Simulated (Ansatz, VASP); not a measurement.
# One calculation of TlGeH3, two programs

Contents of INCAR:

```
SYSTEM = TlGeH3
PREC = Accurate
ENCUT = 520
EDIFF = 1E-6
ISMEAR = 0
SIGMA = 0.05
LREAL = .FALSE.
LASPH = .TRUE.
NELM = 80
ALGO = Fast
ISIF = 2
LWAVE = .FALSE.
LCHARG = .FALSE.
GGA = PE
NBANDS = 23
```

The input KPOINTS:

```
regular mesh
0
G
  4 4 4
  0 0 0
```

Contents of POSCAR:

```
TlGeH3
1.0
    3.8738176331      0.0000000000      0.0000000000
    0.0000000000      3.8738176331      0.0000000000
    0.0000000000      0.0000000000      3.8738176331
Tl Ge H
1 1 3
Direct
    0.0000000000      0.0000000000      0.0000000000
    0.5000000000      0.5000000000      0.5000000000
    0.5000000000      0.5000000000      0.0000000000
    0.5000000000      0.0000000000      0.5000000000
    0.0000000000      0.5000000000      0.5000000000
```

Input for Ansatz:

```yaml
crystal:
  lattice:
    - [3.8738176331, 0.0, 0.0]
    - [0.0, 3.8738176331, 0.0]
    - [0.0, 0.0, 3.8738176331]
  atoms:
    - { symbol: Tl, position: [0.0, 0.0, 0.0] }
    - { symbol: Ge, position: [0.5, 0.5, 0.5] }
    - { symbol: H, position: [0.5, 0.5, 0.0] }
    - { symbol: H, position: [0.5, 0.0, 0.5] }
    - { symbol: H, position: [0.0, 0.5, 0.5] }
basis:
  ecutwfc: 420
kpoints:
  mp_grid: { grid: [4, 4, 4] }
hamiltonian:
  xc: pbe
scf:
  occupations: { method: gaussian, width: 0.05 }
output:
  forces: true
  stress: true
  eigenvalues: true
```

The cell comes from a database or a generator and needn't be the stable form of this composition.

Alike in both runs: task single point; functional PBE; k mesh 4 × 4 × 4; occupations gaussian, width 0.05 eV; no spin polarisation.

|  | VASP | Ansatz |
| --- | --- | --- |
| version | VASP 6.6.1 | Ansatz 0.2.0 |
| potentials or method | VASP PAW PBE potentials, release 64 (Tl_d, Ge_d, H) | scalar-relativistic, plane waves, PAW |
| plane-wave cutoff (eV) | 520 | 420 |
| valence electrons in the cell | 30 | 30 |

|  | VASP | Ansatz | Ansatz less VASP |
| --- | --- | --- | --- |
| gap on the k mesh at the Fermi level (eV) | none | none | - |
| pressure (GPa) | 5.4 | 5.6 | +0.16 |

A gap of «none» marks a metal or a gap that the smearing closes. The functional is the same, so the differences come from potentials, cutoffs and numerics.

Caveats: the k mesh is coarse (spacing up to 0.41 Å⁻¹), so the values aren't converged. The runs have no spin-orbit coupling, so splittings on Tl are missing.
